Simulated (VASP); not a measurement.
An input for Quantum ESPRESSO's pw.x (written as the equivalent of a VASP run, and not itself run):

```
&CONTROL
  calculation = 'scf'
  pseudo_dir = './pseudo'
  outdir = './out'
  tprnfor = .true.
  tstress = .true.
/
&SYSTEM
  ibrav = 0
  nat = 9
  ntyp = 2
  ecutwfc = 58
  occupations = 'tetrahedra'
  input_dft = 'pbesol'
/
&ELECTRONS
  conv_thr = 7.3e-09
  electron_maxstep = 100
/
ATOMIC_SPECIES
  Si 28.085 Si.upf
  Ta 180.948 Ta.upf
CELL_PARAMETERS angstrom
     4.7590286   -0.0000000    0.0000000
    -2.3795143    4.1214393    0.0000000
     0.0000000    0.0000000    6.5648397
ATOMIC_POSITIONS crystal
  Si   0.1594159  0.3188318  0.5000000
  Si   0.8405841  0.1594159  0.8333330
  Si   0.6811682  0.8405841  0.1666670
  Si   0.8405841  0.6811682  0.5000000
  Si   0.1594159  0.8405841  0.8333330
  Si   0.3188318  0.1594159  0.1666670
  Ta   0.5000000  0.0000000  0.5000000
  Ta   0.5000000  0.5000000  0.8333330
  Ta   0.0000000  0.5000000  0.1666670
K_POINTS automatic
  8 8 5 0 0 0
```

Problem. Write the VASP files for the same calculation (PBEsol).

Solution. Several could match; the one computed here: 
File KPOINTS:
```
kpoints
0
Gamma
 8 8 5
```

File POSCAR:
```
TaSi2
1
    4.7590286397    -0.0000000000     0.0000000000
   -2.3795143199     4.1214392752     0.0000000000
    0.0000000000     0.0000000000     6.5648397493
Si Ta
6 3
Direct
  0.1594158874   0.3188317749   0.5000000000
  0.8405841126   0.1594158874   0.8333330000
  0.6811682251   0.8405841126   0.1666670000
  0.8405841126   0.6811682251   0.5000000000
  0.1594158874   0.8405841126   0.8333330000
  0.3188317749   0.1594158874   0.1666670000
  0.5000000000   0.0000000000   0.5000000000
  0.5000000000   0.5000000000   0.8333330000
  0.0000000000   0.5000000000   0.1666670000
```

### INCAR
```
PREC=Accurate
LMAXMIX=6   # l cut-off of mixed one-centre charges
LWAVE=.FALSE.
SYSTEM=TaSi2
LREAL=.FALSE.   # projection in real space or not
EDIFF=1E-7   # SCF stop (eV)
LORBIT=11   # lm-projected
ISMEAR=-5
NELM=100   # most electronic steps
LCHARG=.TRUE.
GGA=PS   # PBEsol
LASPH=.TRUE.
ALGO=Normal
ISIF=2
NEDOS=601   # DOS grid
ENCUT=400   # plane-wave cut-off (eV)
```

POTCAR, in this order: Si Ta_pv (PBE.64 set). Program: vasp_std.

The two are equivalent in intent, not identical: the potentials are each code's own (VASP's PAW set, PseudoDojo norm-conserving files in pw.x), so ENCUT and ecutwfc are chosen apart and not converted; conv_thr bounds pw.x's estimated SCF error, while EDIFF bounds the energy change between steps.

The structure comes from a measured TaSi2 entry (P6_222) of the Crystallography Open Database, whose conditions weren't checked. It was relaxed first.
